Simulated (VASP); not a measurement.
Consider the following.

```xyz
4
Lattice="2.0370 1.1761 6.6570 -2.0370 1.1761 6.6570 0.0000 -2.3521 6.6570" Properties=species:S:1:pos:R:3 pbc="T T T"
Sn     0.0000     0.0000     9.9855
Pb     0.0000     0.0000     0.0000
S      0.0000     0.0000     4.9336
S      0.0000     0.0000    15.0375
```

Level of theory: LDA (Ceperley-Alder, Perdew-Zunger), VASP's LDA PAW potentials (set 64) (plane waves; VASP). Numerical set-up: 400 eV cut-off, Gaussian smearing of 0.050 eV, potentials Sn_d Pb_d S.

### Question
Give the energies of bands 14 to 23 at the high-symmetry points, in eV from the Fermi level.

### Answer

```
band      Γ      T     H2      L     S0      F
----  -----  -----  -----  -----  -----  -----
14    -5.39  -6.87  -7.81  -7.79  -7.79  -6.71
15    -2.72  -2.62  -5.11  -4.60  -5.43  -6.13
16    -2.72  -2.62  -5.06  -4.44  -4.65  -4.17
17    -2.72  -2.56  -3.79  -3.54  -4.25  -4.16
18    -2.38  -2.56  -3.61  -3.38  -3.36  -2.37
19    -2.38  -1.36  -2.25  -2.73  -2.45  -2.36
20    -0.16  -1.23  -1.61  -2.27  -1.10  -0.17
21     0.31   1.80   2.00   2.44   1.30   0.33
22     1.39   2.45   2.17   2.56   2.59   1.38
23     1.39   2.61   3.30   3.39   3.19   1.39
```

It has no gap at this level: it comes out as a metal or semimetal.

The structure comes from a computed database's SnPbS2 entry (R-3m); how it stands against other phases isn't given here. It was relaxed first, which changed the volume by -8 %.
